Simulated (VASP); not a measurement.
Computed with PBE GGA, VASP's PBE PAW potentials (set 64) (plane waves; VASP).

A VASP calculation is set up with these files.

### KPOINTS
```
Regular mesh
0
Gamma
7 7 7
```

INCAR:
```
ALGO  =  Normal
EDIFF  =  1E-6
EDIFFG  =  -0.01
ENCUT  =  350
GGA  =  PE
IBRION  =  2
ISIF  =  3
ISMEAR  =  0
LASPH  =  .TRUE.
LCHARG  =  .FALSE.
LMAXMIX  =  4
LREAL  =  .FALSE.
LWAVE  =  .FALSE.
NELM  =  100
NSW  =  60
PREC  =  Accurate
SIGMA  =  0.05
SYSTEM  =  InP
```

File POSCAR:
```
InP
1
    0.0000000000     2.9743299722     2.9743299722
    2.9743299722     0.0000000000     2.9743299722
    2.9743299722     2.9743299722    -0.0000000000
In P
1 1
Direct
  0.0000000000   0.0000000000   0.0000000000
  0.2500000000   0.2500000000   0.2500000000
```

POTCAR, in this order: In_d P (PBE.64 set). Program: vasp_std.

Question: What will the output report for the number of irreducible k-points (NKPTS), largest plane-wave count, number of space-group operations, FFT grid (NGX, NGY, NGZ)?

Answer: 
* **number of irreducible k-points (NKPTS)**: 20
* **largest plane-wave count**: 801
* **number of space-group operations**: 24
* **FFT grid (NGX, NGY, NGZ)**: 28 × 28 × 28

The compound is InP in the zinc blende structure. It was relaxed first. The start is the result of an earlier pass.
